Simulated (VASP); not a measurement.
VASP ran on this input.

INCAR:
```
LREAL = .FALSE.   ! projection in real space or not
LMAXMIX = 6   ! l cut-off of mixed one-centre charges
NSW = 40   ! most ionic steps
ALGO = Normal
LWAVE = .FALSE.
SIGMA = 0.1   ! width (eV)
LASPH = .TRUE.
NELM = 100
EDIFF = 1E-6   ! SCF stop (eV)
IBRION = 2   ! conjugate gradients
ISMEAR = 1   ! Methfessel-Paxton
LCHARG = .FALSE.
ISIF = 3
ENCUT = 400   ! plane-wave cut-off (eV)
SYSTEM = Hf
GGA = PE   ! PBE
PREC = Accurate
EDIFFG = -0.01   ! ionic stop
```

**POSCAR**
```
Hf
1
    1.5950000000    -2.7626210000     0.0000000000
    1.5950000000     2.7626210000     0.0000000000
    0.0000000000     0.0000000000     5.0500000000
Hf
2
Direct
  0.3619011775   0.7133339322   0.2500000000
  0.6666670000   0.3333330000   0.7500000000
```

### KPOINTS
```
Automatic mesh
0
Gamma
10 10 6
0 0 0
```

POTCAR, in this order: Hf_pv (PBE.64 set). Program: vasp_std.

Write an equivalent input for Quantum ESPRESSO's pw.x.

One equivalent input (not run):
```
&CONTROL
  calculation = 'vc-relax'
  pseudo_dir = './pseudo'
  outdir = './out'
  tprnfor = .true.
  tstress = .true.
  nstep = 40
  forc_conv_thr = 0.00039
/
&SYSTEM
  ibrav = 0
  nat = 2
  ntyp = 1
  ecutwfc = 58
  occupations = 'smearing'
  smearing = 'methfessel-paxton'
  degauss = 0.00735
  input_dft = 'pbe'
/
&ELECTRONS
  conv_thr = 7.3e-08
  electron_maxstep = 100
/
&IONS
/
&CELL
/
ATOMIC_SPECIES
  Hf 178.490 Hf.upf
CELL_PARAMETERS angstrom
     1.5950000   -2.7626210    0.0000000
     1.5950000    2.7626210    0.0000000
     0.0000000    0.0000000    5.0500000
ATOMIC_POSITIONS crystal
  Hf   0.3619012  0.7133339  0.2500000
  Hf   0.6666670  0.3333330  0.7500000
K_POINTS automatic
  10 10 6 0 0 0
```
Limits of the translation: the potentials are each code's own (VASP's PAW set, PseudoDojo norm-conserving files in pw.x), so ENCUT and ecutwfc are chosen apart and not converted; conv_thr bounds pw.x's estimated SCF error, while EDIFF bounds the energy change between steps; forc_conv_thr acts on force components and is met together with etot_conv_thr.

The compound is Hf in the hcp structure. In the starting cell atoms are displaced from their ideal sites. This run relaxes it. Symmetry was kept, so distortions that lower it aren't found.
